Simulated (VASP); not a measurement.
Energy against volume of GaN (zinc blende). Computed with PBEsol GGA, VASP's PBE PAW potentials (set 64) (plane waves; VASP). Run with 520 eV cut-off, 10×10×10 Γ-centred mesh, Gaussian smearing of 0.050 eV, potentials Ga_d N.

```
V (Å³/atom)  E (eV/atom)
-----------  -----------
11.015          -6.55441
11.355          -6.56125
11.696          -6.55602
12.037          -6.54053
```

Fit these four points and predict the energy of the run at 10.674 Å³/atom.

A cubic in V^(−2/3), the third-order Birch-Murnaghan form, passes through the four points with V0 = 11.37 Å³/atom and B0 = 188 GPa, and gives -6.5333 eV/atom there. The run gave -6.5334 eV/atom, -0.1 meV/atom from the fit; all five points give B0 = 188 GPa.

The compound is GaN in the zinc blende structure, a metastable form; wurtzite is the usual one. It was relaxed first.
